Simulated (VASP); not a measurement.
Output of a VASP run:

**OSZICAR**
```
       N       E                     dE             d eps       ncg     rms          rms(c)
DAV:   1     0.308417664661E+03    0.30842E+03   -0.20168E+04   460   0.150E+03
DAV:   2    -0.334701883212E+02   -0.34189E+03   -0.33582E+03   566   0.424E+02
DAV:   3    -0.493285081306E+02   -0.15858E+02   -0.15825E+02   579   0.932E+01
DAV:   4    -0.497117773865E+02   -0.38327E+00   -0.38313E+00   819   0.124E+01
DAV:   5    -0.497133275690E+02   -0.15502E-02   -0.15501E-02   579   0.803E-01    0.343E+01
DAV:   6    -0.412849673172E+02    0.84284E+01   -0.43912E+01   570   0.458E+01    0.137E+01
DAV:   7    -0.411310196092E+02    0.15395E+00   -0.22677E+00   616   0.101E+01    0.881E+00
DAV:   8    -0.410814974035E+02    0.49522E-01   -0.38208E-01   580   0.538E+00    0.141E+00
DAV:   9    -0.410744015656E+02    0.70958E-02   -0.31407E-02   642   0.125E+00    0.259E-01
DAV:  10    -0.410737088276E+02    0.69274E-03   -0.83559E-03   632   0.673E-01    0.443E-02
DAV:  11    -0.410737782864E+02   -0.69459E-04   -0.38591E-04   650   0.152E-01    0.384E-02
DAV:  12    -0.410738106650E+02   -0.32379E-04   -0.42202E-05   667   0.523E-02    0.633E-03
DAV:  13    -0.410738108191E+02   -0.15413E-06   -0.43686E-06   536   0.161E-02
   1 F= -.41073811E+02 E0= -.41073811E+02  d E =-.849531E-12
```

File OUTCAR:
```
------------------------ aborting loop because EDIFF is reached ----------------------------------------
  FORCE on cell =-STRESS in cart. coord.  units (eV):
  Direction    XX          YY          ZZ          XY          YZ          ZX
  --------------------------------------------------------------------------------------
  Total        0.0631548      0.0631548      0.0631548     -0.0000000      0.0000000     -0.0000000
  in kB        1.5572165      1.5572165      1.5572165     -0.0000000      0.0000000     -0.0000000
  external PRESSURE =       1.5572165 kB  Pullay stress =       0.0000000 kB
  volume of cell :       64.98
      direct lattice vectors                 reciprocal lattice vectors
     4.020276833  0.000000000  0.000000000     0.248739090  0.000000000  0.000000000
     0.000000000  4.020276833  0.000000000     0.000000000  0.248739090  0.000000000
     0.000000000  0.000000000  4.020276833     0.000000000  0.000000000  0.248739090
 POSITION                                       TOTAL-FORCE (eV/Angst)
 -----------------------------------------------------------------------------------
      0.00000      0.00000      0.00000         0.000000      0.000000      0.000000
      2.01014      2.01014      2.01014         0.000000      0.000000      0.000000
      2.01014      0.00000      2.01014         0.000000      0.000000      0.000000
      0.00000      2.01014      2.01014         0.000000      0.000000      0.000000
      2.01014      2.01014      0.00000         0.000000      0.000000      0.000000
 -----------------------------------------------------------------------------------
    total drift:                                0.000000      0.000000      0.000000
  FREE ENERGIE OF THE ION-ELECTRON SYSTEM (eV)
  ---------------------------------------------------
  free  energy   TOTEN  =       -41.0738108191 eV

  energy  without entropy=      -41.0738108191  energy(sigma->0) =      -41.07381082
```
(Selected blocks of OUTCAR.)

File POSCAR:
```
KTaO3
1
    4.0202768332     0.0000000000     0.0000000000
    0.0000000000     4.0202768332     0.0000000000
    0.0000000000     0.0000000000     4.0202768332
K Ta O
1 1 3
Direct
  0.0000000000   0.0000000000   0.0000000000
  0.5000000000   0.5000000000   0.5000000000
  0.5000000000   0.0000000000   0.5000000000
  0.0000000000   0.5000000000   0.5000000000
  0.5000000000   0.5000000000   0.0000000000
```

**Question.** Reconstruct the remaining input files.

**Answer.** One answer among several that fit: the input of the run itself, PBE GGA, plane waves, VASP's PBE PAW potentials (set 64).

### INCAR
```
ALGO = Normal
EDIFF = 1E-6
ENCUT = 450
GGA = PE
ISMEAR = 0
LASPH = .TRUE.
LCHARG = .TRUE.
LMAXMIX = 6
LREAL = .FALSE.
LWAVE = .FALSE.
NELM = 100
PREC = Accurate
SIGMA = 0.05
SYSTEM = KTaO3
```

### KPOINTS
```
Automatic mesh
0
Gamma
5 5 5
0 0 0
```

POTCAR, in this order: K_sv Ta_pv O (PBE.64 set). Program: vasp_std.

At this cut-off the stress carries a Pulay error, which pulls relaxed volumes low.

The compound is KTaO3 in the cubic perovskite structure. It was relaxed first.
